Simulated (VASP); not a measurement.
All values below come from PW91 GGA, VASP's PBE PAW potentials (set 64) (plane waves; VASP).

Input for VASP

### INCAR
```
PREC = Accurate
LASPH = T
GGA = 91
LCHARG = F
ALGO = Normal
ISIF = 2
LWAVE = F
ISMEAR = 0   ! Gaussian
ENCUT = 520
EDIFF = 1E-7
LMAXMIX = 4
SIGMA = 0.05   ! width (eV)
NELM = 100
SYSTEM = SrTiO3
LREAL = F
```

KPOINTS:
```
K-points
0
Gamma
  6 6 6
```

File POSCAR:
```
SrTiO3
1.0
  3.9393128687   0.0000000000   0.0000000000
  0.0000000000   3.9393128687   0.0000000000
  0.0000000000   0.0000000000   3.9393128687
Sr Ti O
1 1 3
Cart
  0.0000000000   0.0000000000   0.0000000000
  1.9696564344   1.9696564344   1.9696564344
  1.9696564344   0.0000000000   1.9696564344
  0.0000000000   1.9696564344   1.9696564344
  1.9696564344   1.9696564344   0.0000000000
```

POTCAR, in this order: Sr_sv Ti_sv O (PBE.64 set). Program: vasp_std.

The resulting files:

OSZICAR:
```
       N       E                     dE             d eps       ncg     rms          rms(c)
DAV:   1     0.452644023523E+03    0.45264E+03   -0.21978E+04   960   0.185E+03
DAV:   2    -0.241034289791E+01   -0.45505E+03   -0.44850E+03  1160   0.496E+02
DAV:   3    -0.489483101445E+02   -0.46538E+02   -0.46046E+02  1384   0.151E+02
DAV:   4    -0.509621059472E+02   -0.20138E+01   -0.20129E+01  1368   0.288E+01
DAV:   5    -0.510286649479E+02   -0.66559E-01   -0.66558E-01  1328   0.403E+00    0.264E+01
DAV:   6    -0.405104048867E+02    0.10518E+02   -0.69834E+01  1480   0.749E+01    0.158E+01
DAV:   7    -0.405059546966E+02    0.44502E-02   -0.10031E+01  1216   0.247E+01    0.104E+01
DAV:   8    -0.404805770804E+02    0.25378E-01   -0.20782E+00  1216   0.152E+01    0.296E+00
DAV:   9    -0.404087491755E+02    0.71828E-01   -0.45886E-01  1208   0.640E+00    0.975E-01
DAV:  10    -0.404112095237E+02   -0.24603E-02   -0.11691E-01  1296   0.254E+00    0.846E-01
DAV:  11    -0.404033615448E+02    0.78480E-02   -0.72480E-02  1464   0.212E+00    0.208E-01
DAV:  12    -0.404029946246E+02    0.36692E-03   -0.28070E-03  1200   0.561E-01    0.106E-01
DAV:  13    -0.404028922637E+02    0.10236E-03   -0.84167E-04  1328   0.273E-01    0.394E-02
DAV:  14    -0.404029098313E+02   -0.17568E-04   -0.85642E-05  1256   0.794E-02    0.192E-02
DAV:  15    -0.404029080446E+02    0.17867E-05   -0.79700E-06  1296   0.276E-02    0.987E-03
DAV:  16    -0.404029077876E+02    0.25701E-06   -0.22815E-06  1488   0.116E-02    0.680E-03
DAV:  17    -0.404029072693E+02    0.51822E-06   -0.21368E-06  1288   0.183E-02    0.108E-03
DAV:  18    -0.404029072057E+02    0.63668E-07   -0.93138E-08   632   0.298E-03
   1 F= -.40402907E+02 E0= -.40402907E+02  d E =-.522888E-16
```

**OUTCAR**
```
------------------------ aborting loop because EDIFF is reached ----------------------------------------
  FORCE on cell =-STRESS in cart. coord.  units (eV):
  Direction    XX          YY          ZZ          XY          YZ          ZX
  --------------------------------------------------------------------------------------
  Total       -0.0754666     -0.0754666     -0.0754666     -0.0000000     -0.0000000      0.0000000
  in kB       -1.9778982     -1.9778982     -1.9778982     -0.0000000     -0.0000000      0.0000000
  external PRESSURE =      -1.9778982 kB  Pullay stress =       0.0000000 kB
  volume of cell :       61.13
      direct lattice vectors                 reciprocal lattice vectors
     3.939312869  0.000000000  0.000000000     0.253851378  0.000000000  0.000000000
     0.000000000  3.939312869  0.000000000     0.000000000  0.253851378  0.000000000
     0.000000000  0.000000000  3.939312869     0.000000000  0.000000000  0.253851378
 POSITION                                       TOTAL-FORCE (eV/Angst)
 -----------------------------------------------------------------------------------
      0.00000      0.00000      0.00000         0.000000      0.000000      0.000000
      1.96966      1.96966      1.96966         0.000000      0.000000      0.000000
      1.96966      0.00000      1.96966         0.000000      0.000000      0.000000
      0.00000      1.96966      1.96966         0.000000      0.000000      0.000000
      1.96966      1.96966      0.00000         0.000000      0.000000      0.000000
 -----------------------------------------------------------------------------------
    total drift:                                0.000000      0.000000     -0.000000
  FREE ENERGIE OF THE ION-ELECTRON SYSTEM (eV)
  ---------------------------------------------------
  free  energy   TOTEN  =       -40.4029072057 eV

  energy  without entropy=      -40.4029072057  energy(sigma->0) =      -40.40290721
```
(Selected blocks of OUTCAR.)

### OUTCAR
```
 val. band max:        3.8717518331   @ k =   0.5000   0.5000   0.5000

 cond. band min:       5.6680015997   @ k =   0.0000   0.0000   0.0000


 Fermi energy:         4.1440406348

 k-point     1 :       0.0000    0.0000    0.0000
  band No.  band energies     occupation
      1     -52.5411      2.00000
      2     -28.9156      2.00000
      3     -28.8852      2.00000
      4     -28.8852      2.00000
      5     -28.8852      2.00000
      6     -13.4059      2.00000
      7     -12.4479      2.00000
      8     -12.4479      2.00000
      9     -10.9609      2.00000
     10     -10.9609      2.00000
     11     -10.9609      2.00000
     12       1.0796      2.00000
     13       1.0796      2.00000
     14       1.0796      2.00000
     15       2.7473      2.00000
     16       2.7473      2.00000
     17       2.7473      2.00000
     18       3.5033      2.00000
     19       3.5033      2.00000
     20       3.5033      2.00000
     21       5.6680      0.00000
     22       5.6680      0.00000
     23       5.6680      0.00000
     24       7.9762      0.00000

 k-point     2 :       0.1667    0.0000    0.0000
  band No.  band energies     occupation
      1     -52.5408      2.00000
      2     -28.9569      2.00000
      3     -28.8846      2.00000
      4     -28.8846      2.00000
      5     -28.8544      2.00000
      6     -13.4253      2.00000
      7     -12.4512      2.00000
      8     -12.4387      2.00000
      9     -10.9504      2.00000
     10     -10.9504      2.00000
     11     -10.7894      2.00000
     12       0.7400      2.00000
     13       1.0674      2.00000
     14       1.0674      2.00000
     15       2.4177      2.00000
     16       2.4177      2.00000
     17       2.5267      2.00000
     18       2.7729      2.00000
     19       3.3595      2.00000
     20       3.3595      2.00000
     21       5.7058      0.00000
     22       6.2161      0.00000
     23       6.2161      0.00000
     24       7.9798      0.00000
...
```

The compound is SrTiO3 in the cubic perovskite structure, the ideal cubic form; the compound distorts at low or room temperature. It was relaxed first.
